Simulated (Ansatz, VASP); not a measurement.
# C in two plane-wave programs

Wanted: the spread between two codes on one cell, functional and k mesh. The cell is taken from a series of runs on this material, whose earlier steps may have relaxed, scaled, displaced or heated it; both programs get it as it stands.

Method: plane waves, with VASP 6.6.1 beside it; PBEsol with D3(BJ), in Ansatz 0.2.0.

## Step 1: The structure

The cell holds 2 atoms: 2 C. Cell: a = 2.458 Å, b = 2.458 Å, c = 23.800 Å, α = 90.0°, β = 90.0°, γ = 120.0°. Vacuum lies along c.

As a file:

```cif
data_structure
_symmetry_space_group_name_H-M 'P 1'
_symmetry_Int_Tables_number 1
_cell_length_a 2.4584
_cell_length_b 2.4584
_cell_length_c 23.8000
_cell_angle_alpha 90.000
_cell_angle_beta 90.000
_cell_angle_gamma 120.000
_cell_volume 124.57
loop_
_atom_site_label
_atom_site_type_symbol
_atom_site_fract_x
_atom_site_fract_y
_atom_site_fract_z
_atom_site_occupancy
C1 C 0.00000 0.00000 0.33613 1
C2 C 0.33333 0.66667 0.33613 1
```

## Step 2: VASP: zone-centre phonons, PBEsol with D3(BJ), pair 1

Second derivatives magnify differences that forces hide, and they need a tight electronic threshold.

Lines of VASP's logs that name or quote its potential files are left out, and so is its time.

INCAR reads:

```
SYSTEM = C
PREC = Accurate
ENCUT = 600
EDIFF = 1E-08
NELM = 120
ISMEAR = 1
SIGMA = 0.2
LREAL = .FALSE.
ALGO = Normal
GGA = PS
IVDW = 12
NBANDS = 10
LORBIT = 11
LWAVE = .FALSE.
LCHARG = .FALSE.
ISIF = 2
IBRION = 6
NFREE = 2
POTIM = 0.015
NSW = 1
LASPH = .TRUE.
GGA_COMPAT = .FALSE.
NELMDL = -8
KPAR = 2
```

POSCAR reads:

```
C
1.0
    2.4583635250      0.0000000000      0.0000000000
   -1.2291817625      2.1290052644      0.0000000000
    0.0000000000      0.0000000000     23.8000000000
C
2
Direct
    0.0000000000      1.0000000000      0.3361344538
    0.3333333334      0.6666666666      0.3361344538
```

KPOINTS reads:

```
Automatic mesh
0
Gamma
18 18 1
0 0 0
```

Potentials, in the order of the species: C (PBE family, release 64).

On the command line:

```
mpirun -np 2 vasp_std
```

Numbers of over 12 decimals in the logs are rounded to 6 here.

What it wrote:

```text
[banner, memory and clock lines left out]
running    2 mpi-ranks, on    1 nodes
 distrk:  each k-point on    1 cores,    2 groups
 distr:  one band on    1 cores,    1 groups

 POSCAR found type information on POSCAR C
 POSCAR found :  1 types and       2 ions
|                                                                             |
|               ----> ADVICE to this user running VASP <----                  |
|                                                                             |
|     You enforced a specific xc type in the INCAR file but a different       |
|     [... a line on the potential file left out ...]
|     I HOPE YOU KNOW WHAT YOU ARE DOING!                                     |
|                                                                             |

 LDA part: xc-table for (Slater+PW92), standard interpolation
 POSCAR, INCAR and KPOINTS ok, starting setup
 FFT: planning ... GRIDC
 FFT: planning ... GRID_SOFT
 FFT: planning ... GRID
 WAVECAR not read
 entering main loop
       N       E                     dE             d eps       ncg     rms          rms(c)
DAV:   1     0.640908852538E+02    0.64091E+02   -0.33936E+03   740   0.637E+02
DAV:   2    -0.143596244301E+02   -0.78451E+02   -0.64482E+02  1036   0.121E+02
DAV:   3    -0.205063941363E+02   -0.61468E+01   -0.61158E+01  1046   0.483E+01
DAV:   4    -0.205763563268E+02   -0.69962E-01   -0.69956E-01  1162   0.571E+00
DAV:   5    -0.205767791659E+02   -0.42284E-03   -0.42284E-03  1074   0.295E-01
DAV:   6    -0.205767806040E+02   -0.14381E-05   -0.14372E-05  1160   0.214E-02
DAV:   7    -0.205767806226E+02   -0.18588E-07   -0.18589E-07  1110   0.160E-03
DAV:   8    -0.205767806221E+02    0.48271E-09   -0.64605E-10  1178   0.103E-04    0.641E+00
DAV:   9    -0.196463147293E+02    0.93047E+00   -0.85124E-01   878   0.546E+00    0.373E+00
DAV:  10    -0.192924437717E+02    0.35387E+00   -0.11631E+00  1026   0.629E+00    0.893E-01
DAV:  11    -0.192880674506E+02    0.43763E-02   -0.23826E-02   934   0.104E+00    0.111E-01
DAV:  12    -0.192870714613E+02    0.99599E-03   -0.82296E-04  1104   0.171E-01    0.812E-02
DAV:  13    -0.192849618710E+02    0.21096E-02   -0.42087E-03   926   0.265E-01    0.734E-02
DAV:  14    -0.192852871419E+02   -0.32527E-03   -0.96113E-05   974   0.564E-02    0.350E-02
[...]
DAV:  18    -0.192868474585E+02   -0.15287E-03   -0.11192E-05   884   0.113E-02    0.319E-03
DAV:  19    -0.192868613129E+02   -0.13854E-04   -0.52569E-07   992   0.319E-03    0.207E-03
DAV:  20    -0.192868746851E+02   -0.13372E-04   -0.21928E-07   828   0.206E-03    0.410E-04
DAV:  21    -0.192868760364E+02   -0.13513E-05   -0.59014E-09   972   0.391E-04    0.164E-04
DAV:  22    -0.192868768574E+02   -0.82093E-06   -0.93928E-09   818   0.331E-04    0.314E-05
DAV:  23    -0.192868769361E+02   -0.78767E-07   -0.48084E-10   920   0.810E-05    0.113E-05
DAV:  24    -0.192868769491E+02   -0.12952E-07   -0.67183E-11   820   0.437E-05    0.112E-05
DAV:  25    -0.192868769527E+02   -0.36242E-08   -0.52684E-12   786   0.246E-05
   1 F= -.19385096E+02 E0= -.19384864E+02  d E =-.696530E-03
[...]
2 F= -.19379239E+02 E0= -.19379149E+02  d E =-.270756E-03
[...]
3 F= -.19379239E+02 E0= -.19379148E+02  d E =-.270753E-03
[...]
4 F= -.19383191E+02 E0= -.19382959E+02  d E =-.696530E-03
 Finite differences progress:
  Degree of freedom:   2/  2
  Displacement:        1/  2
  Total:               3/  4
 bond charge predicted
       N       E                     dE             d eps       ncg     rms          rms(c)
DAV:   1    -0.192853106179E+02   -0.33855E-03   -0.20987E+00   752   0.109E+01    0.242E-01
DAV:   2    -0.192856101729E+02   -0.29956E-03   -0.12012E-02  1064   0.924E-01    0.142E-01
DAV:   3    -0.192849863291E+02    0.62384E-03   -0.18716E-03  1044   0.286E-01    0.144E-02
DAV:   4    -0.192849814338E+02    0.48954E-05   -0.18236E-04   992   0.966E-02    0.845E-03
DAV:   5    -0.192849709417E+02    0.10492E-04   -0.34496E-05   874   0.369E-02    0.171E-03
DAV:   6    -0.192849708536E+02    0.88155E-07   -0.42121E-06   922   0.147E-02    0.112E-03
DAV:   7    -0.192849714773E+02   -0.62369E-06   -0.60650E-06   906   0.132E-02    0.525E-04
DAV:   8    -0.192849717405E+02   -0.26328E-06   -0.21920E-07  1066   0.322E-03    0.281E-04
DAV:   9    -0.192849719561E+02   -0.21551E-06   -0.44395E-07  1010   0.306E-03    0.182E-04
DAV:  10    -0.192849724261E+02   -0.47005E-06   -0.22741E-08   986   0.824E-04    0.748E-05
DAV:  11    -0.192849728599E+02   -0.43379E-06   -0.25544E-08   972   0.635E-04    0.869E-05
DAV:  12    -0.192849731284E+02   -0.26848E-06   -0.86210E-09   908   0.398E-04    0.543E-05
DAV:  13    -0.192849731894E+02   -0.61061E-07   -0.64804E-10   966   0.126E-04    0.361E-05
DAV:  14    -0.192849732360E+02   -0.46526E-07   -0.46935E-10   918   0.104E-04    0.160E-05
DAV:  15    -0.192849732489E+02   -0.12976E-07   -0.56618E-11   972   0.430E-05    0.240E-06
DAV:  16    -0.192849732515E+02   -0.25728E-08   -0.34196E-12   992   0.170E-05
   5 F= -.19383192E+02 E0= -.19382960E+02  d E =-.696530E-03
 Finite differences progress:
  Degree of freedom:   2/  2
  Displacement:        2/  2
  Total:               4/  4
```

OUTCAR, selected parts (step 2):

```text
ion  position               nearest neighbor table
   1  0.000  0.000  0.336-   2 1.42   2 1.42   2 1.42
   2  0.333  0.667  0.336-   1 1.42   1 1.42   1 1.42

  LATTYP: Found a hexagonal cell.
 ALAT       =     2.4583635250
 C/A-ratio  =     9.6812370335

 Subroutine GETGRP returns: Found 24 space group operations
 (whereof  6 operations were pure point group operations)

The static configuration has the point symmetry C_3v.
 The point group associated with its full space group is D_6h.

 Found     37 irreducible k-points:

   k-points           NKPTS =     37   k-points in BZ     NKDIM =     37   number of bands    NBANDS=     10

   dimension x,y,z NGX =    20 NGY =   20 NGZ =  192
   dimension x,y,z NGXF=    40 NGYF=   40 NGZF=  384

   ENCUT  =  600.0 eV  44.10 Ry    6.64 a.u.   4.91  4.91 47.53*2*pi/ulx,y,z

   NELECT =       8.0000    total number of electrons

 k-points in reciprocal lattice and weights: Automatic mesh
   0.00000000  0.00000000  0.00000000       0.003
   0.05555556  0.00000000  0.00000000       0.019
   0.11111111  0.00000000  0.00000000       0.019
   0.16666667  0.00000000  0.00000000       0.019
   0.22222222  0.00000000  0.00000000       0.019
   0.27777778  0.00000000  0.00000000       0.019
   0.33333333  0.00000000  0.00000000       0.019
   0.38888889  0.00000000  0.00000000       0.019
   0.44444444  0.00000000  0.00000000       0.019
[...]
0.33333333  0.27777778  0.00000000       0.037
   0.33333333  0.33333333  0.00000000       0.006

 Edisp (eV)   -0.09822

 average (electrostatic) potential at core
       1 -58.5167       2 -58.5167

 E-fermi :  -3.0346

 k-point     1 :       0.0000    0.0000    0.0000
  band No.  band energies     occupation
      1     -22.5925      2.00000
      2     -10.7452      2.00000
      3      -6.0353      2.00000
      4      -6.0353      2.00000
      5       0.3427     -0.00000
      6       1.1237      0.00000
      7       1.3699      0.00000
      8       1.9757      0.00000
      9       2.2823      0.00000
    ...

 k-point     2 :       0.0556    0.0000    0.0000
  band No.  band energies     occupation
      1     -22.5191      2.00000
      2     -10.6571      2.00000
      3      -6.3339      2.00000
      4      -6.1946      2.00000
      5       0.4420     -0.00000
      6       1.2248      0.00000
      7       1.4722      0.00000
      8       2.0772      0.00000
      9       2.3837      0.00000
    ...

 k-point     3 :       0.1111    0.0000    0.0000
  band No.  band energies     occupation
      1     -22.2993      2.00000
      2     -10.3940      2.00000
      3      -7.1547      2.00000
      4      -6.6172      2.00000
      5       0.7400     -0.00000
      6       1.5280      0.00000
      7       1.7789      0.00000
      8       2.3818      0.00000
      9       2.6880      0.00000
    ...

 Edisp (eV)   -0.09822

  Total       0.06748     0.06748    -0.03990     0.00000    -0.00000    -0.00000
  in kB       0.86791     0.86791    -0.51314     0.00000    -0.00000    -0.00000
  external pressure =        0.41 kB  Pullay stress =        0.00 kB

  energy-cutoff  :      600.00
  volume of cell :      124.57
      direct lattice vectors                 reciprocal lattice vectors
     2.458363525  0.000000000  0.000000000     0.406774665  0.234851462  0.000000000
    -1.229181763  2.129005264  0.000000000     0.000000000  0.469702925  0.000000000
     0.000000000  0.000000000 23.800000000     0.000000000  0.000000000  0.042016807

 POSITION                                       TOTAL-FORCE (eV/Angst)
 -----------------------------------------------------------------------------------
      0.00000      0.00000      7.98500        -0.000000      0.000000      0.253831
      0.00000      1.41934      8.00000         0.000000     -0.000000     -0.253831
 -----------------------------------------------------------------------------------
    total drift:                                0.000001     -0.000001      0.000002

  FREE ENERGIE OF THE ION-ELECTRON SYSTEM (eV)
  ---------------------------------------------------
  free  energy   TOTEN  =       -19.3831923808 eV

  energy  without entropy=      -19.3824958508  energy(sigma->0) =      -19.38296020

 Eigenvectors and eigenvalues of the dynamical matrix
 ----------------------------------------------------

   1 f  =   46.153466 THz   289.990779 2PiTHz 1539.513908 cm-1   190.875312 meV
             X         Y         Z           dx          dy          dz
      0.000000  0.000000  8.000000    -0.000000    0.707107    0.000000
      0.000000  1.419337  8.000000     0.000000   -0.707107   -0.000000

   2 f  =   46.153466 THz   289.990779 2PiTHz 1539.513908 cm-1   190.875312 meV
             X         Y         Z           dx          dy          dz
      0.000000  0.000000  8.000000    -0.707107   -0.000000   -0.000000
      0.000000  1.419337  8.000000     0.707107    0.000000    0.000000

   3 f  =   26.242257 THz   164.884963 2PiTHz  875.347469 cm-1   108.529205 meV
             X         Y         Z           dx          dy          dz
      0.000000  0.000000  8.000000    -0.000000    0.000000   -0.707107
      0.000000  1.419337  8.000000    -0.000000    0.000000    0.707107

   4 f  =    0.000001 THz     0.000003 2PiTHz    0.000018 cm-1     0.000002 meV
             X         Y         Z           dx          dy          dz
      0.000000  0.000000  8.000000    -0.671874    0.214222   -0.051902
      0.000000  1.419337  8.000000    -0.671874    0.214222   -0.051902

   5 f  =    0.000000 THz     0.000002 2PiTHz    0.000008 cm-1     0.000001 meV
             X         Y         Z           dx          dy          dz
      0.000000  0.000000  8.000000     0.076351    0.069990   -0.699480
      0.000000  1.419337  8.000000     0.076351    0.069990   -0.699480

   6 f/i=    0.000001 THz     0.000004 2PiTHz    0.000020 cm-1     0.000002 meV
             X         Y         Z           dx          dy          dz
      0.000000  0.000000  8.000000    -0.206774   -0.670232   -0.089633
      0.000000  1.419337  8.000000    -0.206774   -0.670232   -0.089633

 ELASTIC MODULI CONTR FROM IONIC RELAXATION (kBar)
 Direction    XX          YY          ZZ          XY          YZ          ZX
 --------------------------------------------------------------------------------
 XX         -24.4577     24.4577      0.0000     -0.0000      0.0000      0.0000
 YY          24.4577    -24.4577     -0.0000      0.0000     -0.0000      0.0000
 ZZ           0.0000     -0.0000     -0.0000      0.0000     -0.0000      0.0000
 XY          -0.0000      0.0000      0.0000    -24.4577      0.0000      0.0000
 YZ           0.0000     -0.0000     -0.0000      0.0000     -0.0000      0.0000
 ZX           0.0000      0.0000      0.0000      0.0000      0.0000      0.0000
 --------------------------------------------------------------------------------

 total charge
# of ion       s       p       d       tot
------------------------------------------
    1        0.859   1.792   0.000   2.651
    2        0.859   1.792   0.000   2.651
--------------------------------------------------
tot          1.718   3.584   0.000   5.302

[... 3 further parts left out ...]
```

CONTCAR:

```
C
   1.00000000000000
     2.4583635250000002    0.0000000000000000    0.0000000000000000
    -1.2291817625000001    2.1290052643999999    0.0000000000000000
     0.0000000000000000    0.0000000000000000   23.8000000000000007
  C
     2
Direct
     0.0000000000000000    0.0000000000000000    0.3355042016991595
     0.3333333333999988    0.6666666666000012    0.3361344537999997
```

Dispersion corrections of this kind ignore metallic screening and tend to overbind metals.

Levels, forces or a CONTCAR printed for this step are those of its last displaced cell, not of the structure at rest.

(Continued in part 2 of 2.)

[Lines on the potential files, build, host, timing and source positions are cut from VASP's logs without a mark.]

[Logs are printed without paths, hosts, clocks, repeated set-up lines and the standing remarks that a program may print on its own settings, such as how far it seeks lower states.]

[Hosts, paths, dates, database ids (printed as entryN), source tags and the programs' standing remarks are cut or masked in the printed files.]
